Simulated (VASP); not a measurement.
# YBRh3: structure and properties in VASP

What structure does YBRh3 take at this level, and what are its properties? The steps: full relaxation (rev-vdW-DF2), density, ELF and potential (rev-vdW-DF2), band structure (rev-vdW-DF2), density of states (rev-vdW-DF2), optical spectrum (rev-vdW-DF2), volume scan with rev-vdW-DF2, fit for rev-vdW-DF2, bands along the symmetry lines (rev-vdW-DF2), changed input and ionic relaxation at fixed cell (rev-vdW-DF2), changed input. The start is a cell from a database of measured crystal structures.

Method: rev-vdW-DF2; plane waves and PAW (Y_sv, B, Rh_pv), in VASP 6.6.1.

**1. Set-up**

Before any relaxation, the start is as follows. The structure is cubic, space group Pm-3m (No. 221). Conventional cell: a = 4.164 Å, b = 4.164 Å, c = 4.164 Å, α = 90.00°, β = 90.00°, γ = 90.00°. Nearest to Y lie 12 Rh at 2.94 Å and 8 B at 3.61 Å. Nearest to B lie 6 Rh at 2.08 Å and 8 Y at 3.61 Å. Rh has 2 B at 2.08 Å and 8 Rh at 2.94 Å and 4 Y at 2.94 Å nearest. Farther neighbours are not listed.

**2. Full relaxation (rev-vdW-DF2)**

The start need not lie at this functional's minimum. ISIF = 3 frees volume, shape and positions, and EDIFFG sets the threshold on forces and stress at which the search stops. rev-vdW-DF2 revises the exchange of vdW-DF2 for solids. LUSE_VDW switches on a nonlocal correlation term for dispersion.

File INCAR:

```
SYSTEM = YBRh3
PREC = Accurate
ENCUT = 420
EDIFF = 1E-06
NELM = 100
ISMEAR = 1
SIGMA = 0.2
LREAL = .FALSE.
ALGO = Normal
GGA = MK
AGGAC = 0
LUSE_VDW = .TRUE.
PARAM1 = 0.1234
PARAM2 = 0.711357
ZAB_VDW = -1.8867
LASPH = .TRUE.
NBANDS = 36
LORBIT = 11
LWAVE = .FALSE.
LCHARG = .FALSE.
KPAR = 4
IBRION = 2
NSW = 60
ISIF = 3
EDIFFG = -0.01
```

File POSCAR:

```
YBRh3
1.0
    4.1641000000      0.0000000000      0.0000000000
    0.0000000000      4.1641000000      0.0000000000
    0.0000000000      0.0000000000      4.1641000000
Y B Rh
1 1 3
Direct
    0.0000000000      0.0000000000      0.0000000000
    0.5000000000      0.5000000000      0.5000000000
    0.0000000000      0.5000000000      0.5000000000
    0.5000000000      0.0000000000      0.5000000000
    0.5000000000      0.5000000000      0.0000000000
```

File KPOINTS:

```
Automatic mesh
0
Gamma
5 5 5
0 0 0
```

The projector-augmented-wave data sets are Y_sv, B and Rh_pv (PBE family, release 64).

The run is started by

```console
mpirun -np 4 vasp_std
```

Log:

```text
[banner, memory and clock lines left out]
running    4 mpi-ranks, on    1 nodes
 distrk:  each k-point on    1 cores,    4 groups
 distr:  one band on    1 cores,    1 groups

 POSCAR found type information on POSCAR Y B Rh
 POSCAR found :  3 types and       5 ions
|                                                                             |
|               ----> ADVICE to this user running VASP <----                  |
|                                                                             |
|     You have switched on vdW-DFT.                                           |
|     This routine was written and supplied by Jiri Klimes. We recommend      |
|     that you carefully read and cite the following publications:            |
|       J. Klimes, D.R. Bowler, A. Michelides                                 |
|          J. Phys.: Cond Matt. 22 022201 (2010)                              |
|       J. Klimes, D.R. Bowler, A. Michelides                                 |
|          Phys. Rev. B. 83, 195131 (2011)                                    |
|     and references therein.                                                 |
|                                                                             |

|                                                                             |
|               ----> ADVICE to this user running VASP <----                  |
|                                                                             |
|     You enforced a specific xc type in the INCAR file but a different       |
|     [... a line on the potential file left out ...]
|     I HOPE YOU KNOW WHAT YOU ARE DOING!                                     |
|                                                                             |

 LDA part: xc-table for (Slater+PW92), standard interpolation
 POSCAR, INCAR and KPOINTS ok, starting setup
 FFT: planning ... GRIDC
 FFT: planning ... GRID_SOFT
 FFT: planning ... GRID
 WAVECAR not read
 entering main loop
       N       E                     dE             d eps       ncg     rms          rms(c)
DAV:   1     0.590458740041E+03    0.59046E+03   -0.31769E+04   728   0.153E+03
DAV:   2    -0.603494927128E+01   -0.59649E+03   -0.58209E+03   768   0.484E+02
DAV:   3    -0.298006294478E+02   -0.23766E+02   -0.23297E+02   892   0.934E+01
DAV:   4    -0.305689996065E+02   -0.76837E+00   -0.76670E+00   992   0.136E+01
DAV:   5    -0.305795312605E+02   -0.10532E-01   -0.10527E-01   868   0.149E+00    0.441E+01
DAV:   6    -0.280377639337E+02    0.25418E+01   -0.14959E+01   796   0.232E+01    0.189E+01
DAV:   7    -0.278194340271E+02    0.21833E+00   -0.37588E+00   876   0.112E+01    0.166E+01
DAV:   9    -0.276991037469E+02    0.90207E-03   -0.36840E-02   908   0.938E-01    0.695E-01
DAV:  10    -0.276974930176E+02    0.16107E-02   -0.75191E-03   856   0.514E-01    0.241E-01
DAV:  11    -0.276975029155E+02   -0.98979E-05   -0.13502E-03   968   0.190E-01    0.199E-01
DAV:  12    -0.276974747017E+02    0.28214E-04   -0.15697E-04   792   0.721E-02    0.355E-02
DAV:  13    -0.276974759747E+02   -0.12731E-05   -0.90881E-06   856   0.133E-02    0.471E-03
DAV:  14    -0.276974760766E+02   -0.10191E-06   -0.10135E-06   452   0.682E-03
   1 F= -.27697476E+02 E0= -.27696317E+02  d E =-.276975E+02
 curvature:   0.00 expect dE= 0.000E+00 dE for cont linesearch  0.000E+00
 trial: gam= 0.00000 g(F)=  0.000E+00 g(S)=  0.107E-01 ort = 0.000E+00 (trialstep = 0.100E+01)
 search vector abs. value=  0.107E-01
 bond charge predicted
       N       E                     dE             d eps       ncg     rms          rms(c)
DAV:   1    -0.281118637733E+02   -0.41439E+00   -0.65283E+00   724   0.210E+01    0.647E+00
DAV:   2    -0.278188994460E+02    0.29296E+00   -0.46146E+00   820   0.124E+01    0.370E+00
DAV:   3    -0.276992700420E+02    0.11963E+00   -0.45926E-01   800   0.411E+00    0.984E-01
DAV:   4    -0.276940183914E+02    0.52517E-02   -0.84833E-02   904   0.102E+00    0.101E+00
DAV:   5    -0.276937558090E+02    0.26258E-03   -0.36792E-03   864   0.274E-01    0.624E-01
DAV:   6    -0.276943124801E+02   -0.55667E-03   -0.13806E-03   776   0.177E-01    0.790E-02
DAV:   7    -0.276943991354E+02   -0.86655E-04   -0.33461E-04  1032   0.642E-02    0.644E-02
DAV:   8    -0.276944073427E+02   -0.82072E-05   -0.43792E-05   728   0.289E-02    0.935E-02
DAV:   9    -0.276944028219E+02    0.45207E-05   -0.19621E-05   712   0.208E-02    0.863E-03
DAV:  10    -0.276944027452E+02    0.76727E-07   -0.55967E-07   472   0.430E-03
   2 F= -.27694403E+02 E0= -.27693168E+02  d E =0.307333E-02
 trial-energy change:    0.003073  1 .order    0.002983   -0.010654    0.016620
 step:   0.3859(harm=  0.3906)  dis= 0.00000  next Energy=   -27.699527 (dE=-0.205E-02)
 bond charge predicted
       N       E                     dE             d eps       ncg     rms          rms(c)
DAV:   1    -0.278526265355E+02   -0.15822E+00   -0.24511E+00   728   0.127E+01    0.378E+00
DAV:   2    -0.277285042985E+02    0.12412E+00   -0.12747E+00   776   0.711E+00    0.174E+00
DAV:   3    -0.277012441968E+02    0.27260E-01   -0.10891E-01   764   0.206E+00    0.493E-01
DAV:   4    -0.276997754702E+02    0.14687E-02   -0.33992E-02   892   0.661E-01    0.744E-01
DAV:   5    -0.276993627043E+02    0.41277E-03   -0.14576E-03   824   0.161E-01    0.499E-01
DAV:   6    -0.276994482698E+02   -0.85565E-04   -0.61925E-04   820   0.103E-01    0.163E-01
DAV:   7    -0.276995272928E+02   -0.79023E-04   -0.16849E-04  1008   0.625E-02    0.327E-02
DAV:   8    -0.276995279688E+02   -0.67599E-06   -0.65015E-06   836   0.130E-02
   3 F= -.27699528E+02 E0= -.27698341E+02  d E =-.205189E-02
 curvature:  -0.20 expect dE=-0.476E-06 dE for cont linesearch -0.476E-06
 trial: gam=-0.01489 g(F)=  0.164E-65 g(S)=  0.244E-05 ort = 0.161E-03 (trialstep = 0.877E+00)
 search vector abs. value=  0.657E-09
 reached required accuracy - stopping structural energy minimisation
```

Run time: 56 s. Hardware: 4 MPI ranks of Intel Xeon 6975P-C (Granite Rapids), shared host; peak memory 1.3 GiB; 3.5 min of CPU time.

The logs omit lines about the potential files and the build; timing stands in the text.

From OUTCAR (step 2):

```text
ion  position               nearest neighbor table
   1  0.000  0.000  0.000-   3 2.94   4 2.94   5 2.94   3 2.94   4 2.94   3 2.94   5 2.94   3 2.94
                             4 2.94   5 2.94   4 2.94   5 2.94
   2  0.500  0.500  0.500-   3 2.08   4 2.08   5 2.08   5 2.08   4 2.08   3 2.08
   3  0.000  0.500  0.500-   2 2.08   2 2.08   4 2.94   5 2.94   1 2.94   5 2.94   1 2.94   4 2.94
                             1 2.94   1 2.94   4 2.94   5 2.94   5 2.94   4 2.94
   4  0.500  0.000  0.500-   2 2.08   2 2.08   3 2.94   5 2.94   1 2.94   5 2.94   1 2.94   3 2.94
                             5 2.94   5 2.94   1 2.94   3 2.94   1 2.94   3 2.94
   5  0.500  0.500  0.000-   2 2.08   2 2.08   3 2.94   4 2.94   1 2.94   3 2.94   4 2.94   1 2.94
                             4 2.94   4 2.94   1 2.94   3 2.94   3 2.94   1 2.94

  LATTYP: Found a simple cubic cell.
 ALAT       =     4.1641000000

 Subroutine GETGRP returns: Found 48 space group operations
 (whereof 48 operations were pure point group operations)

The static configuration has the point symmetry O_h .

 Found     10 irreducible k-points:

   k-points           NKPTS =     10   k-points in BZ     NKDIM =     10   number of bands    NBANDS=     36

   dimension x,y,z NGX =    28 NGY =   28 NGZ =   28
   dimension x,y,z NGXF=    56 NGYF=   56 NGZF=   56

   ENCUT  =  420.0 eV  30.87 Ry    5.56 a.u.   6.96  6.96  6.96*2*pi/ulx,y,z

   NELECT =      59.0000    total number of electrons

 k-points in reciprocal lattice and weights: Automatic mesh
   0.00000000  0.00000000  0.00000000       0.008
   0.20000000  0.00000000  0.00000000       0.048
   0.40000000  0.00000000  0.00000000       0.048
   0.20000000  0.20000000  0.00000000       0.096
   0.40000000  0.20000000  0.00000000       0.192
   0.40000000  0.40000000  0.00000000       0.096
   0.20000000  0.20000000  0.20000000       0.064
   0.40000000  0.20000000  0.20000000       0.192
   0.40000000  0.40000000  0.20000000       0.192
   0.40000000  0.40000000  0.40000000       0.064

 average (electrostatic) potential at core
       1 -31.2570       2 -24.4807       3 -73.6108       4 -73.6108       5 -73.6108

 E-fermi :   8.2603

 k-point     1 :       0.0000    0.0000    0.0000
  band No.  band energies     occupation
    ...
     24       7.0564      2.00000
     25       7.0564      2.00000
     26       7.6902      2.00042
     27       7.6902      2.00042
     28       7.6902      2.00042
     29       8.5893     -0.04199
     30       8.6033     -0.03581
     31       8.6033     -0.03581
     32       8.6033     -0.03581
     33      12.0822     -0.00000
    ...

 k-point     2 :       0.2000    0.0000    0.0000
  band No.  band energies     occupation
    ...
     25       6.9647      2.00000
     26       6.9647      2.00000
     27       7.0689      2.00000
     28       7.9028      2.02982
     29       8.3098      0.59478
     30       8.6039     -0.03555
     31       9.5175     -0.00000
     32       9.5175     -0.00000
     33      11.9209     -0.00000
     34      12.5208      0.00000
    ...

 k-point     3 :       0.4000    0.0000    0.0000
  band No.  band energies     occupation
    ...
     25       7.0105      2.00000
     26       7.0602      2.00000
     27       7.0899      2.00000
     28       7.0899      2.00000
     29       7.6988      2.00053
     30       8.6049     -0.03511
     31      10.1672     -0.00000
     32      10.1672     -0.00000
     33      11.6287     -0.00000
     34      12.1325     -0.00000
    ...

Total vdW correction in eV:      7.7724617

  Total        0.0091743      0.0091743      0.0091743      0.0000000      0.0000000      0.0000000
  in kB        0.2022005      0.2022005      0.2022005      0.0000000      0.0000000      0.0000000
  external PRESSURE =       0.2022005 kB  Pullay stress =       0.0000000 kB

  energy-cutoff  :      420.00
  volume of cell :       72.69
      direct lattice vectors                 reciprocal lattice vectors
     4.173506917  0.000000000 -0.000000000     0.239606647  0.000000000 -0.000000000
     0.000000000  4.173506917  0.000000000    -0.000000000  0.239606647 -0.000000000
     0.000000000  0.000000000  4.173506917     0.000000000  0.000000000  0.239606647

 POSITION                                       TOTAL-FORCE (eV/Angst)
 -----------------------------------------------------------------------------------
      0.00000      0.00000      0.00000        -0.000000     -0.000000      0.000000
      2.08675      2.08675      2.08675        -0.000000     -0.000000      0.000000
      0.00000      2.08675      2.08675         0.000000      0.000000      0.000000
      2.08675      0.00000      2.08675         0.000000      0.000000      0.000000
      2.08675      2.08675     -0.00000        -0.000000     -0.000000      0.000000
 -----------------------------------------------------------------------------------
    total drift:                                0.000000      0.000000      0.000000

  FREE ENERGIE OF THE ION-ELECTRON SYSTEM (eV)
  ---------------------------------------------------
  free  energy   TOTEN  =       -27.6995279688 eV

  energy  without entropy=      -27.6959658002  energy(sigma->0) =      -27.69834058

Total vdW correction in eV:      7.7723677

 reached required accuracy - stopping structural energy minimisation

 total charge
# of ion       s       p       d       f       tot
--------------------------------------------------
    1        2.259   6.436   1.038   0.073   9.805
    2        0.754   1.156   0.000   0.000   1.909
    3        0.379   6.279   7.267   0.000  13.925
    4        0.379   6.279   7.267   0.000  13.925
    5        0.379   6.279   7.267   0.000  13.925
--------------------------------------------------
tot          4.150  26.429  22.838   0.073  53.490

[... 3 further parts left out ...]
```

This run has no spin polarisation. Its electron count is odd, so without a moment it is a metal by construction. The k-mesh is coarse for a metal. The PAW data sets were made with PBE, which is usual practice but a small mismatch for other functionals. The run keeps the 48 symmetry operations of its start, so it cannot find a distortion of lower symmetry.

The steps of the relaxation:

| step | energy less that of the first step (eV) | largest force (eV/Å) | pressure (GPa) | volume (Å³) |
| --- | --- | --- | --- | --- |
| 1 | 0.0000 | 0.0000 | 1.35 | 72.20 |
| 2 | 0.0031 | 0.0000 | -2.06 | 73.48 |
| 3 | -0.0021 | 0.0000 | 0.02 | 72.69 |

| conventional cell, symmetrised | before | after | change |
| --- | --- | --- | --- |
| a (Å) | 4.164 | 4.174 | +0.2 % |
| b (Å) | 4.164 | 4.174 | +0.2 % |
| c (Å) | 4.164 | 4.174 | +0.2 % |
| volume (Å³/atom) | 14.44 | 14.54 | +0.7 % |

The relaxed structure:

```
Y B Rh
1.0
     4.17351    0.00000    0.00000
     0.00000    4.17351    0.00000
     0.00000    0.00000    4.17351
Y B Rh
1 1 3
Direct
  0.00000 0.00000 0.00000
  0.50000 0.50000 0.50000
  0.00000 0.50000 0.50000
  0.50000 0.00000 0.50000
  0.50000 0.50000 0.00000
```

This step gave:

- electrons: 59
- bands: 36
- irreducible k-points: 10
- symmetry operations: 48
- free energy (TOTEN): -27.70 eV
- energy at zero smearing: -27.70 eV
- Fermi energy: 8.260 eV
- pressure: 0.02022 GPa
- metallic: yes
- SCF cycles over all ionic steps: 32

It ends with forces that vanish by symmetry and a pressure of 0.02 GPa. The volume lies +0.7 % from that of the database's start.

[end of part 1 of 5]

[Lines on the potential files, build, host, timing and source positions are cut from VASP's logs without a mark.]

[Logs are printed without paths, hosts, clocks, repeated set-up lines and the standing remarks that a program may print on its own settings, such as how far it seeks lower states.]

[Hosts, paths, dates, database ids (printed as entryN), source tags and the programs' standing remarks are cut or masked in the printed files.]

[A measured line is paired with the nearest computed mode of its activity, which favours agreement.]
